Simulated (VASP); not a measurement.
```yaml
crystal:
  lattice:
    - [3.38384, 0.00000, 0.00000]
    - [0.00000, 3.38384, 0.00000]
    - [0.00000, 0.00000, 3.38384]
  atoms:
    - { symbol: Y, position: [0.50000, 0.50000, 0.50000] }
    - { symbol: Ir, position: [0.00000, 0.00000, 0.00000] }
```

The numbers are results of PBEsol GGA, VASP's PBE PAW potentials (set 64) (plane waves; VASP), not measurements. Settings: 400 eV cut-off, 12×12×12 Γ-centred mesh, tetrahedra with Blöchl corrections, potentials Y_sv Ir.

Unless said otherwise, spin-orbit coupling is left out, though it shifts the bands of the heavy elements here.

**Question.** Predict the energy per atom (σ→0), band gap (on the k-mesh) with the smallest direct gap where there is one.

**Answer.** 
- band gap (on the k-mesh): none (metal, semimetal or under 0.01 eV)
- energy per atom (σ→0): -9.088 eV/atom

Only differences to runs with the same potentials and settings are physical.

The structure comes from a computed database's YIr entry (Pm-3m); how it stands against other phases isn't given here. It was relaxed first.
